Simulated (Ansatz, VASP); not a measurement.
This is a calculation of CsAs for Ansatz 0.2.0.

The input input.yaml:

```yaml
crystal:
  lattice:
    - [4.4667376, 0.0, 0.0]
    - [0.0, 4.29494, 0.0]
    - [0.0, 0.0, 4.29494]
  atoms:
    - { symbol: Cs, position: [0.0, 0.0, 0.0] }
    - { symbol: As, position: [0.5, 0.5, 0.5] }
hamiltonian:
  xc: pbe
  pseudopotentials: { kind: paw }
kpoints:
  mp_grid: { grid: [6, 6, 6] }
scf:
  occupations: { method: fermi_dirac, width: 0.05 }
output:
  forces: true
  stress: true
  eigenvalues: true
```

Potentials or basis: Ansatz PAW.

Run with:

```console
$ ansatz run input.yaml --threads 2 --pin off --max-ram 5632MiB --backend cpu --events-out ev --progress --plain --runs-dir out
```

Q: Set up the same calculation for VASP 6.6.1. Potentials there: VASP PAW PBE potentials, release 64 (Cs_sv, As).

A: As run (the cutoff follows the program's own potentials):

File INCAR:

```
ALGO = Fast
EDIFF = 1E-6
ENCUT = 520
GGA = PE
ISIF = 2
ISMEAR = -1
LASPH = T
LCHARG = F
LREAL = F
LWAVE = F
NELM = 60
PREC = Accurate
SIGMA = 0.05
```

File KPOINTS:

```
k-points
0
Gamma
  6 6 6
```

Contents of POSCAR:

```
CsAs
1.0
    4.4667376000      0.0000000000      0.0000000000
    0.0000000000      4.2949400000      0.0000000000
    0.0000000000      0.0000000000      4.2949400000
Cs As
1 1
Direct
    0.0000000000      0.0000000000      0.0000000000
    0.5000000000      0.5000000000      0.5000000000
```

Potentials or basis: VASP PAW PBE potentials, release 64 (Cs_sv, As).

The run is started by

```sh
$ cat potpaw_PBE.64/Cs_sv/POTCAR potpaw_PBE.64/As/POTCAR > POTCAR
$ mpirun -np 1 vasp_std > vasp.out
```

Both were run:

|  | VASP | Ansatz | Ansatz less VASP |
| --- | --- | --- | --- |
| gap on the k mesh at the Fermi level (eV) | none | none | - |
| pressure (GPa) | -0.5 | -0.6 | -0.04 |
| largest component of the traceless stress (GPa) | 0.43 | 0.43 | -0.001 |

A gap of «none» marks a metal or a gap that the smearing closes. The two sets of potentials don't hold the same shells in valence.

Spin-orbit coupling is left out, which matters for the levels of Cs.
